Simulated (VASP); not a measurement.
Consider the following.

```
CELL_PARAMETERS angstrom
      0.00000     2.48025     2.48025
      2.48025     0.00000     2.48025
      2.48025     2.48025     0.00000
ATOMIC_POSITIONS crystal
  S  0.00000 0.00000 0.00000
  Mn 0.50000 0.50000 0.50000
```
Starting moments (μB, in the order of the record's atoms S Mn): 0.0 4.0.

These are PBE GGA, VASP's PBE PAW potentials (set 64) (plane waves; VASP) values and carry that method's errors. Run with 300 eV cut-off, 9×9×9 Γ-centred mesh, Gaussian smearing of 0.20 eV, potentials S Mn_pv.

At this cut-off the stress carries a Pulay error, which pulls relaxed volumes low. The moments were started parallel, and other spin orders were not tried in this run.

**Question.** Estimate the cell moment, energy per atom (σ→0), pressure, band gap (on the k-mesh) with the smallest direct gap where there is one.

**Answer.** 
- band gap (on the k-mesh): none (metal, semimetal or under 0.01 eV)
- cell moment: 4.16 μB
- energy per atom (σ→0): -677.2 kJ/mol of atoms
- pressure: 4.10 GPa

**Question.** Give the moment on each site (PAW-sphere projection).

**Answer.** 
```
site  moment (μB)
----  -----------
S1           0.06
Mn2          3.84
```

Total energies compare only between runs with the same potentials, cut-off and functional.

The structure was generated: MnS was put into an ordered model structure, which need not be its known phase. The cell was not relaxed at this level.
